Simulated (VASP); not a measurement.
Consider the following.

```xyz
4
Lattice="3.4919 0.0000 0.0000 -1.7459 3.0241 0.0000 0.0000 0.0000 4.1888" Properties=species:S:1:pos:R:3 pbc="T T T"
Mg     1.7459     1.0080     3.1416
Mg     0.0000     2.0160     1.0472
O      1.7459     1.0080     1.0472
O      0.0000     2.0160     3.1416
```

Computed with PBEsol GGA, VASP's PBE PAW potentials (set 64) (plane waves; VASP). Run with 520 eV cut-off, 8×8×6 Γ-centred mesh, tetrahedra with Blöchl corrections, potentials Mg O.

The cores are frozen, which limits the accuracy of field gradients.

Give the principal components of the electric field gradient (V/Å²) and the asymmetry η at each nucleus.

```
atom  Vxx  Vyy   Vzz     η
----  ---  ---  ----  ----
Mg1   0.2  0.2  -0.4     -
Mg2   0.2  0.2  -0.4     -
O3    3.1  3.1  -6.1  0.00
O4    3.1  3.1  -6.1  0.00
```

The structure comes from a computed database's MgO entry (P6_3/mmc); how it stands against other phases isn't given here. It was relaxed first.
